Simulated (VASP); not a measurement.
```
CELL_PARAMETERS angstrom
      0.00000     1.91086     1.91086
      1.91086     0.00000     1.91086
      1.91086     1.91086     0.00000
ATOMIC_POSITIONS crystal
  Pd 0.00000 0.00000 0.00000
```

Method: PBE GGA, VASP's PBE PAW potentials (set 64) (plane waves; VASP). Settings: 500 eV cut-off, 16×16×16 Γ-centred mesh, first-order Methfessel-Paxton smearing of 0.10 eV, potentials Pd.

Question: Estimate the energy per atom (σ→0), pressure, band gap (on the k-mesh) with the smallest direct gap where there is one.

Answer: 
| Quantity | Result |
|---|---|
| band gap (on the k-mesh) | none (metal, semimetal or under 0.01 eV) |
| energy per atom (σ→0) | -5.141 eV/atom |
| pressure | 20.00 GPa |

Total energies compare only between runs with the same potentials, cut-off and functional.

The compound is Pd in the fcc structure. It was relaxed first under an external pressure of 20 GPa.
